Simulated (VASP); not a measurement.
```xyz
5
Lattice="5.5214 0.0000 0.0000 0.0000 5.5214 0.0000 0.0000 0.0000 5.5214" Properties=species:S:1:pos:R:3 pbc="T T T"
Cs     0.0000     0.0000     0.0000
Pb     2.7607     2.7607     2.7607
Cl     2.7607     0.0000     2.7607
Cl     0.0000     2.7607     2.7607
Cl     2.7607     2.7607     0.0000
```

Method: vdW-DF-cx, VASP's PBE PAW potentials (set 64) (plane waves; VASP). Numerical set-up: 520 eV cut-off, 4×4×4 Γ-centred mesh, Gaussian smearing of 0.050 eV, potentials Cs_sv Pb_d Cl.

Give the stress tensor in GPa (positive for a compressed cell).

```
1.86  0.00  0.00
0.00  1.86  0.00
0.00  0.00  1.86
```
The pressure is its mean diagonal, 1.86 GPa.

The compound is CsPbCl3 in the cubic perovskite structure, the ideal cubic form; the compound distorts at low or room temperature. This cell is one point of a volume scan, at 0.94 of the reference volume.
